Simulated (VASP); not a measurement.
Level of theory: PBEsol GGA, VASP's PBE PAW potentials (set 64) (plane waves; VASP).

A VASP calculation is set up with these files.

**POSCAR**
```
BN
1
    1.2421528139    -2.1514720086     0.0000000000
    1.2421528139     2.1514720086     0.0000000000
    0.0000000000     0.0000000000     4.1105557058
B N
2 2
Direct
  0.6666670000   0.3333330000   0.5004526499
  0.3333330000   0.6666670000   0.0004526499
  0.6666670000   0.3333330000   0.8745473501
  0.3333330000   0.6666670000   0.3745473501
```

### KPOINTS
```
K-points
0
G
 10 10 6
```

**INCAR**
```
SYSTEM = BN
PREC = Accurate; ENCUT = 620; LREAL = F
LASPH = T
EDIFF = 1E-6; NELM = 100; ALGO = Normal
ISMEAR = 0; SIGMA = 0.05
GGA = PS
IBRION = 2; NSW = 40; ISIF = 3
EDIFFG = -0.02; PSTRESS = 300
LWAVE = F; LCHARG = F
```

POTCAR, in this order: B N (PBE.64 set). Program: vasp_std.

What VASP printed:

**OSZICAR**
```
       N       E                     dE             d eps       ncg     rms          rms(c)
DAV:   1     0.649917283346E+02    0.64992E+02   -0.97455E+03  1344   0.150E+03
DAV:   2    -0.355814235667E+02   -0.10057E+03   -0.93124E+02  1872   0.331E+02
DAV:   3    -0.386307154183E+02   -0.30493E+01   -0.30365E+01  1800   0.571E+01
DAV:   4    -0.386476574809E+02   -0.16942E-01   -0.16922E-01  1660   0.444E+00
DAV:   5    -0.386478352821E+02   -0.17780E-03   -0.17774E-03  1768   0.433E-01    0.988E+00
DAV:   6    -0.367542086122E+02    0.18936E+01   -0.43673E+00  1660   0.188E+01    0.488E+00
DAV:   7    -0.365390327617E+02    0.21518E+00   -0.29852E-01  1640   0.581E+00    0.277E+00
DAV:   8    -0.364938680623E+02    0.45165E-01   -0.74323E-02  1568   0.249E+00    0.236E-01
DAV:   9    -0.364928164810E+02    0.10516E-02   -0.28564E-03  1740   0.613E-01    0.134E-01
DAV:  10    -0.364928868624E+02   -0.70381E-04   -0.15673E-04  1624   0.134E-01    0.223E-02
DAV:  11    -0.364928854364E+02    0.14260E-05   -0.34440E-05  1720   0.549E-02    0.117E-02
DAV:  12    -0.364928858428E+02   -0.40631E-06   -0.32749E-06  1596   0.180E-02
   1 F= -.32379003E+02 E0= -.32379003E+02  d E =-.323790E+02
```

File OUTCAR:
```
------------------------ aborting loop because EDIFF is reached ----------------------------------------
  FORCE on cell =-STRESS in cart. coord.  units (eV):
  Direction    XX          YY          ZZ          XY          YZ          ZX
  --------------------------------------------------------------------------------------
  Total        4.0916610      4.0916618      4.1344039      0.0000000     -0.0000000      0.0000000
  in kB      298.3794856    298.3795478    301.4964644      0.0000000     -0.0000000      0.0000000
  external PRESSURE =      -0.5815007 kB  Pullay stress =     300.0000000 kB
  volume of cell :       21.97
      direct lattice vectors                 reciprocal lattice vectors
     1.242152814 -2.151472009  0.000000000     0.402526963 -0.232399026  0.000000000
     1.242152814  2.151472009  0.000000000     0.402526963  0.232399026  0.000000000
     0.000000000  0.000000000  4.110555706     0.000000000  0.000000000  0.243276110
  FREE ENERGIE OF THE ION-ELECTRON SYSTEM (eV)
  ---------------------------------------------------
  free  energy   TOTEN  =       -36.4928858428 eV

  energy  without entropy=      -36.4928858428  energy(sigma->0) =      -36.49288584
  enthalpy is  TOTEN    =       -32.3790028649 eV   P V=        4.1138829778

 reached required accuracy - stopping structural energy minimisation
```
(Selected blocks of OUTCAR.)

OUTCAR:
```
 val. band max:        8.4709835004   @ k =   0.0000   0.0000   0.0000

 cond. band min:      13.4829629915   @ k =   0.3000   0.3000   0.0000


 Fermi energy:         8.7737528535

 k-point     1 :       0.0000    0.0000    0.0000
  band No.  band energies     occupation
      1     -12.8408      2.00000
      2      -8.2915      2.00000
      3      -3.2744      2.00000
      4       6.1686      2.00000
      5       6.1687      2.00000
      6       8.1369      2.00000
      7       8.4709      2.00000
      8       8.4710      2.00000
      9      17.0600      0.00000
     10      17.0600      0.00000
     11      17.4079      0.00000
     12      18.8558      0.00000

 k-point     2 :       0.1000    0.0000    0.0000
  band No.  band energies     occupation
      1     -12.6092      2.00000
      2      -8.1106      2.00000
      3      -3.0471      2.00000
      4       5.1451      2.00000
      5       5.7335      2.00000
      6       7.6336      2.00000
      7       7.9065      2.00000
      8       8.2278      2.00000
      9      16.7520      0.00000
     10      17.5237      0.00000
     11      17.7584      0.00000
     12      19.5255      0.00000

 k-point     3 :       0.2000    0.0000    0.0000
  band No.  band energies     occupation
      1     -11.9238      2.00000
      2      -7.6038      2.00000
      3      -2.3779      2.00000
      4       2.8442      2.00000
      5       4.8040      2.00000
      6       5.6789      2.00000
      7       7.2043      2.00000
      8       7.5977      2.00000
      9      16.2178      0.00000
     10      18.1872      0.00000
     11      18.4904      0.00000
     12      20.1581      0.00000

 k-point     4 :       0.3000    0.0000    0.0000
  band No.  band energies     occupation
      1     -10.8209      2.00000
      2      -6.9323      2.00000
      3      -1.3291      2.00000
      4       0.4017      2.00000
      5       3.3972      2.00000
      6       3.8969      2.00000
...
```

The compound is BN in the wurtzite structure, a metastable high-pressure form. It was relaxed first under an external pressure of 30 GPa.
